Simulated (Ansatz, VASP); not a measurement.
**Cross-check of Mo (Mo wire of staggered 7-rings about a central row) between VASP and Ansatz**

Wanted: the spread between two codes on one cell, functional and k mesh. Of the first pair: The structure shown is the start of the Ansatz relaxation below; VASP solves that cell, so the two are compared at the walk's first step.

Calculated with Ansatz 0.2.0; plane waves, with VASP 6.6.1 beside it; PBE.

### Step 1. Starting point

The cell holds 16 atoms: 16 Mo. Its edges and angles: a = 13.107 Å, b = 12.949 Å, c = 4.707 Å, α = 90.0°, β = 90.0°, γ = 90.0°. Vacuum lies along a and b. The structure's axis is c.

### Step 2. Ansatz: relaxation, PBE

Ansatz runs on its default PAW (the set named soft_2) files.

The two programs are compared at the cell with which this relaxation starts, whose forces are those of its first step.

File input.yaml:

```yaml
crystal:
  lattice:
    - [13.107, 0.0, 0.0]
    - [0.0, 12.949, 0.0]
    - [0.0, 0.0, 4.7070212746]
  atoms:
    - { symbol: Mo, position: [0.283231109, 0.605676699, 0.0], spin: 2.4 }
    - { symbol: Mo, position: [0.283231109, 0.394336806, 0.0], spin: 2.4 }
    - { symbol: Mo, position: [0.446471478, 0.737444967, 0.0], spin: 2.4 }
    - { symbol: Mo, position: [0.446471478, 0.262568538, 0.0], spin: 2.4 }
    - { symbol: Mo, position: [0.65002889, 0.690417417, 0.0], spin: 2.4 }
    - { symbol: Mo, position: [0.65002889, 0.309596089, 0.0], spin: 2.4 }
    - { symbol: Mo, position: [0.74062046, 0.500006753, 0.0], spin: 2.4 }
    - { symbol: Mo, position: [0.500011916, 0.500006753, 0.25], spin: 2.4 }
    - { symbol: Mo, position: [0.259403372, 0.500006753, 0.5], spin: 2.4 }
    - { symbol: Mo, position: [0.349994943, 0.690417417, 0.5], spin: 2.4 }
    - { symbol: Mo, position: [0.349994943, 0.309596089, 0.5], spin: 2.4 }
    - { symbol: Mo, position: [0.553552354, 0.737444967, 0.5], spin: 2.4 }
    - { symbol: Mo, position: [0.553552354, 0.262568538, 0.5], spin: 2.4 }
    - { symbol: Mo, position: [0.716792724, 0.605676699, 0.5], spin: 2.4 }
    - { symbol: Mo, position: [0.716792724, 0.394336806, 0.5], spin: 2.4 }
    - { symbol: Mo, position: [0.500011916, 0.500006753, 0.75], spin: 2.4 }
magnetization:
  spin_polarized: true
kpoints:
  mp_grid: { grid: [1, 1, 17] }
scf:
  occupations: { method: fermi_dirac, width: 0.05 }
hamiltonian:
  xc: pbe
relax:
  cell: { fix: [a, b, alpha, beta, gamma] }
  max_steps: 60
```

The run is started by

```bash
ansatz run input.yaml --threads 4 --pin off --max-ram 16384MiB --backend cpu --events-out ev --progress --plain --runs-dir out
```

Numbers of over 12 decimals in the logs are rounded to 6 here.

Log:

```text
Engine: ansatz 0.2.0, aarch64-unknown-linux-gnu
Pseudopotentials: kind: paw
Pseudopotential: Mo, paw, valence charge 14, recommended cutoff 420 eV (normal), Mo.paw.azcp
Functional definition: PBE
  parameter kappa = 0.804
  parameter beta = 0.066725
  exchange = pbe_x(kappa = kappa, mu = beta*pi^2/3)
  correlation = pbe_c(beta = beta)
Crystal: 16 atoms, lattice volume = 798.888 Å³
Basis set: ecut = 420 eV, 15555 PW (Γ), exchange–correlation on 180×180×64 points (8 copies of the dense FFT grid, shifted against one another)
Bands: 158, of which v1, the nominal top of the filled ones, is band 112 counted from 1 (111 counted from 0)
Symmetry: 8 space group operations
Space group: Pmma (ITA 51), of the structure as read, at distance tolerance 9.3e-5 Å
Magnetic group: BNS 51.289 (UNI 387), of the structure as read, at distance tolerance 9.3e-5 Å
k-points: 9 of 17
Non-local potential: Mo, projectors of the file, l = 0: 3, l = 1: 2, l = 2: 2, l = 3: 1
PAW form: soft (Blöchl's): semilocal exchange-correlation on the pseudo side does not see the compensation charge
PAW one-centre angular grid: Mo, 590 points (default); XC on 64 Gauss nodes
Initial density: superposition of atomic densities (neutral atoms: chi_scale 0, normalization atom)
Starting moments: Σ|m| = 38.4 μB on 16 of 16 sites
Initial wavefunctions: pseudopotential atomic-orbital guess
Functional: x = pbe(κ = 0.804, μ = 0.219515), c = pbe(β = 0.066725)
SCF iter   1: F=—  HF=-79264.303987 eV  |F-HF|=—  |Δ(HF+E_count)|=         —  Δρ=3.74e-2 (↑3.74e-2 ↓2.64e-2)  dr2=4.99e1  dr2_m=3.49e0  M=24.421 μB ∫|m|=24.421 μB  β_m=0.30  ethr=3.10e-3  ⟨swp⟩=7.6  Hψ=11408  notcnv=0  defer=5
Mixer restart at iter 1: flushing history
preconditioner: auto → LDOS  [metal: Δε(μ)=0.003 eV  Ē_g=4.643 eV  σ=0.050 eV  W_gap=0.01  n_scr=158 (ndim 8)  ℏωp=12.9 eV  f_vac=0.495  D(μ)=30.19/eV (n_scr^D=234)]
spin=Collinear: LDOS preconditioning applied to the charge; magnetization (m = ρ↑ − ρ↓) channel mixes plain (no charge-response kernel on spin).
SCF iter   2: F=—  HF=-79258.228769 eV  |F-HF|=—  |Δ(HF+E_count)|=    6.08e0  Δρ=2.60e-2 (↑2.60e-2 ↓1.93e-2)  dr2=1.64e1  dr2_m=2.12e0  M=23.234 μB ∫|m|=23.235 μB  β_m=0.52  ethr=3.10e-3  ⟨swp⟩=2.6  Hψ=4780  notcnv=0  defer=240
SCF iter   3: F=—  HF=-79259.877430 eV  |F-HF|=—  |Δ(HF+E_count)|=    1.65e0  Δρ=1.10e-2 (↑1.10e-2 ↓9.86e-3)  dr2=7.38e-1  dr2_m=6.50e-1  M=18.225 μB ∫|m|=18.234 μB  β_m=0.70  ethr=3.10e-3  ⟨swp⟩=2.9  Hψ=5354  notcnv=0  defer=240
SCF iter   4: F=—  HF=-79262.555560 eV  |F-HF|=—  |Δ(HF+E_count)|=    2.68e0  Δρ=6.96e-3 (↑6.96e-3 ↓6.69e-3)  dr2=7.41e-2  dr2_m=3.28e-1  M=11.988 μB ∫|m|=12.057 μB  β_m=0.85  ethr=3.29e-4  ⟨swp⟩=3.0  Hψ=5653  notcnv=0  defer=273
SCF iter   5: F=—  HF=-79264.747182 eV  |F-HF|=—  |Δ(HF+E_count)|=         —  Δρ=9.99e-3 (↑9.76e-3 ↓9.99e-3)  dr2=1.22e-1  dr2_m=6.89e-1  M=3.485 μB ∫|m|=4.270 μB  β_m=1.00  ethr=3.31e-5  ⟨swp⟩=2.4  Hψ=5328  notcnv=0  defer=273  κ⁻¹=2.2e-3(r=3)
SCF iter   6: F=—  HF=-79264.627264 eV  |F-HF|=—  |Δ(HF+E_count)|=   1.20e-1  Δρ=2.20e-3 (↑2.20e-3 ↓1.66e-3)  dr2=5.85e-2  dr2_m=2.04e-2  M=1.997 μB ∫|m|=2.752 μB  β_m=0.85  ethr=2.23e-5  ⟨swp⟩=3.0  Hψ=6094  notcnv=0  defer=273
SCF iter   7: F=—  HF=-79264.661789 eV  |F-HF|=—  |Δ(HF+E_count)|=   3.45e-2  Δρ=1.00e-3 (↑9.05e-4 ↓1.00e-3)  dr2=5.07e-3  dr2_m=5.70e-3  M=1.328 μB ∫|m|=1.964 μB  β_m=0.93  ethr=2.23e-5  ⟨swp⟩=3.5  Hψ=6126  notcnv=0  defer=255
SCF iter   8: F=—  HF=-79264.678201 eV  |F-HF|=—  |Δ(HF+E_count)|=   1.64e-2  Δρ=7.25e-4 (↑7.25e-4 ↓6.87e-4)  dr2=1.87e-3  dr2_m=3.42e-3  M=0.986 μB ∫|m|=1.479 μB  β_m=0.96  ethr=2.26e-6  ⟨swp⟩=2.7  Hψ=5233  notcnv=0  defer=249
SCF iter   9: F=—  HF=-79264.687588 eV  |F-HF|=—  |Δ(HF+E_count)|=   9.39e-3  Δρ=4.98e-4 (↑4.98e-4 ↓4.42e-4)  dr2=2.84e-3  dr2_m=1.35e-3  M=0.582 μB ∫|m|=0.925 μB  β_m=0.98  ethr=8.33e-7  ⟨swp⟩=3.0  Hψ=5568  notcnv=0  defer=255
[...]
relax step   8: F+E_penalty+E_count = -79270.44883531 eV  Δ(F+E_penalty+E_count) = -6.060e-4 eV  max|allowed force component| = 3.792e-3 eV/Å  Δτ_max = 0.0037 Å  P = -0.048 GPa  Ω = 870.482 Å³  energy of the carried Pulay correction = -5.167e-3 eV  fix = [a, b, alpha, beta, gamma]  reactions: a -0.072, b -0.076 GPa  (9 SCF iters, dr2 threshold 7.22e-8 eV, accepted)
Basis set: ecut = 420 eV, 17029 PW (Γ), exchange–correlation on 180×180×72 points (8 copies of the dense FFT grid, shifted against one another)
Initial wavefunctions: pseudopotential atomic-orbital guess (no wavefunctions were taken with the density)
[...]
SCF iter   1: F=—  HF=-79270.451097 eV  |F-HF|=—  |Δ(HF+E_count)|=         —  Δρ=7.80e-5 (↑7.80e-5 ↓7.79e-5)  dr2=2.73e-5  dr2_m=5.12e-11  M=-0.000 μB ∫|m|=0.000 μB  β_m=0.65  ethr=3.45e-7  ⟨swp⟩=4.2  Hψ=20746  notcnv=0
preconditioner: auto → LDOS  [metal: Δε(μ)=0.035 eV  Ē_g=4.455 eV  σ=0.050 eV  W_gap=0.17  n_scr=62 (ndim 8)  ℏωp=12.3 eV  f_vac=0.576  D(μ)=17.56/eV (n_scr^D=102)]
spin=Collinear: LDOS preconditioning applied to the charge; magnetization (m = ρ↑ − ρ↓) channel mixes plain (no charge-response kernel on spin).
[...]
SCF iter   9: F=—  HF=-79270.456812 eV  |F-HF|=—  |Δ(HF+E_count)|=   2.06e-8  Δρ=3.63e-8 (↑3.63e-8 ↓3.59e-8)  dr2=2.63e-10  dr2_m=1.83e-14  M=-0.000 μB ∫|m|=0.000 μB  β_m=0.77  ethr=1.00e-12  ⟨swp⟩=3.0  Hψ=4178  notcnv=0
SCF iter  10: F=-79270.456812 eV  HF=-79270.456812 eV  |F-HF|=5.24e-10  |Δ(HF+E_count)|=  2.04e-10  Δρ=1.75e-8 (↑1.75e-8 ↓1.70e-8)  dr2=6.18e-11  dr2_m=5.58e-15  M=-0.000 μB ∫|m|=0.000 μB  ethr=1.00e-12  ⟨swp⟩=3.1  Hψ=8524  notcnv=0
the starting moments were not kept: the SCF closed with an absolute magnetisation of 1.1e-6 μB, where they sum to 38.4 μB in size (16 sites). That is at most 0.1 of that sum. Measured as dr2_m measures the in/out step, that magnetisation stands 2.6e-14 eV from none, at or under the dr2_threshold of 1.6e-10 eV: it is no larger than a step whose dr2_m would equal this threshold.
SCF 9 converged in 10 iterations: F = -79270.456812 eV  dr2 = 6.18e-11
relax step   9: F+E_penalty+E_count = -79270.45681213 eV  Δ(F+E_penalty+E_count) = -7.977e-3 eV  max|allowed force component| = 4.018e-3 eV/Å  Δτ_max = 0.0000 Å  P = -0.037 GPa  Ω = 870.482 Å³  fix = [a, b, alpha, beta, gamma]  reactions: a -0.069, b -0.074 GPa  stress off target by 3.25e-2 GPa on what of the cell is left free  SCF on the basis re-selected at this cell (its energy is not comparable with the rows above)  (10 SCF iters)
basis re-selected at this cell: Δ(F+E_penalty+E_count) = -7.977e-3 eV, ΔP = +0.011 GPa vs the last step (what re-selecting the basis moved, of the pressure what is left beyond the Pulay correction that the steps carried, after the strain that the cell walked since its last selection, with what the two solves' SCF thresholds leave and, on support functions, any second-order correction that the steps lacked; it is no measure of the basis error at this ecutwfc). The dense FFT grid was sized anew with the basis: this SCF ran on 90×90×36 points, the steps before it on 90×90×32, so part of this shift can come from that change (see relax.cell in the input reference). [rest of the remark cut]
SCF converged after 10 iterations
Magnetization: -0.0000 μB (112.0000 up, 112.0000 down)
Absolute magnetization: 0.0000 μB (∫|ρ↑−ρ↓|, with the PAW one-centre terms)
Spin contamination: 0.0000 ħ² per cell (⟨S²⟩ above its minimum at these occupations)
Per-site moments (μB) at R_I (Å): [(-3.862340414643157e-8, 0.983118), (-3.862340413286914e-8, 0.983118), (-6.426700237622273e-11, 0.983118), (-6.426682633723523e-11, 0.983118), (-7.086836887724616e-8, 0.983211), (-7.086836892218177e-8, 0.983211), (2.0814968210369746e-8, 0.983211), (6.289108311588384e-8, 1.057826), (2.0814968179630566e-8, 0.983211), (-7.086836894716904e-8, 0.983211), (-7.086836890387755e-8, 0.983211), (-6.42670661704541e-11, 0.983118), (-6.426690574545917e-11, 0.983118), (-3.8623404148638994e-8, 0.983118), (-3.862340417423424e-8, 0.983118), (6.289108310333601e-8, 1.057826)]
Free energy (F): -79270.456812 eV
Harris-Foulkes:  -79270.456812 eV  (|F-HF|=5.24e-10)
Internal energy: -79270.315011 eV  (E = F + TS)
E sigma→0 (E₀):  -79270.385912 eV
Entropy (-TS):   -0.141801 eV (-8.863 meV/atom)
Fermi energy:    3.445609 eV
--- Per-component energies (eV) ---
  E_band       = -4792.395332
  E_kinetic    = 7057.451570
  E_local      = -102846.817111  (includes V_loc(G=0)·N_el)
  E_nonlocal   = 2322.404899
  E_hartree    = 47315.108572
  E_xc         = -2914.465571
  E_vxc        = -3634.708036  (∫ρ·V_xc dr)
  E_paw        = -51232.603801  (= ΣΔE_a)
  E_vpaw       = -2320.941921  (= ΣTr[D̂ρ^β])
  E_aug_tail   = 0.000698  (compensation charges beyond the density's cutoff)
  E_ewald      = 21028.605732
  E_smearing   = -0.141801  (= −TS)
  E_closure    = -0.000000  (closes the sum)
  Σ components = -79270.456812   (vs F -79270.456812, Δ=0.00e0)
--- Forces (eV/Å), atoms counted from 1 ---
  atom   1  Mo     0.00317842    -0.00199347    -0.00000000
  atom   2  Mo     0.00317842     0.00199347     0.00000000
  atom   3  Mo    -0.00003627    -0.00245632    -0.00000000
  atom   4  Mo    -0.00003627     0.00245632     0.00000000
  atom   5  Mo    -0.00114990    -0.00003296    -0.00000000
  atom   6  Mo    -0.00114990     0.00003296     0.00000000
  atom   7  Mo    -0.00401836    -0.00000000    -0.00000000
  atom   8  Mo     0.00000000    -0.00000000     0.00000000
  atom   9  Mo     0.00401836    -0.00000000     0.00000000
  atom  10  Mo     0.00114990    -0.00003296    -0.00000000
  atom  11  Mo     0.00114990     0.00003296     0.00000000
  atom  12  Mo     0.00003627    -0.00245632    -0.00000000
  atom  13  Mo     0.00003627     0.00245632     0.00000000
  atom  14  Mo    -0.00317842    -0.00199347    -0.00000000
  atom  15  Mo    -0.00317842     0.00199347     0.00000000
  atom  16  Mo     0.00000000     0.00000000     0.00000000
  max |Σ_I F_I| component: 1.73e-18 eV/Å
--- Stress (GPa, compression-positive) ---
       -0.069235       0.000000      -0.000000
        0.000000      -0.073903      -0.000000
       -0.000000      -0.000000       0.032519
  P = ⅓ Tr σ = -0.0369 GPa (-0.369 kbar)
--- Relaxed structure (8 steps of the walk, 8 accepted, 1 SCFs on fresh bases) ---
  F+E_penalty+E_count = -79270.45681213 eV   max|allowed force component| = 4.018e-3 eV/Å   (the final SCF, on the basis selected at the relaxed cell)
  cell:  # Å, volume = 870.4821 Å³
    - [13.107, 0.0, 0.0]
    - [0.0, 12.949, 0.0]
    - [0.0, 0.0, 5.128854]
  atoms:
    - { symbol: Mo, position: [0.311354, 0.592059, 0] }
    - { symbol: Mo, position: [0.311354, 0.407941, 0] }
    - { symbol: Mo, position: [0.453312, 0.707077, 0] }
    - { symbol: Mo, position: [0.453312, 0.292923, 0] }
    - { symbol: Mo, position: [0.630494, 0.665515, 0] }
    - { symbol: Mo, position: [0.630494, 0.334485, 0] }
    - { symbol: Mo, position: [0.710066, 0.500000, 0] }
    - { symbol: Mo, position: [0.50001191625, 0.500000, 0.25] }
    - { symbol: Mo, position: [0.289957, 0.500000, 0.5] }
    - { symbol: Mo, position: [0.369530, 0.665515, 0.5] }
    - { symbol: Mo, position: [0.369530, 0.334485, 0.5] }
    - { symbol: Mo, position: [0.546712, 0.707077, 0.5] }
    - { symbol: Mo, position: [0.546712, 0.292923, 0.5] }
    - { symbol: Mo, position: [0.688670, 0.592059, 0.5] }
    - { symbol: Mo, position: [0.688670, 0.407941, 0.5] }
    - { symbol: Mo, position: [0.50001191625, 0.500000, 0.750000] }
```

(Continued in part 2 of 2.)

[Lines on the potential files, build, host, timing and source positions are cut from VASP's logs without a mark.]

[Logs are printed without paths, hosts, clocks, repeated set-up lines and the standing remarks that a program may print on its own settings, such as how far it seeks lower states.]

[Hosts, paths, dates, database ids (printed as entryN), source tags and the programs' standing remarks are cut or masked in the printed files.]
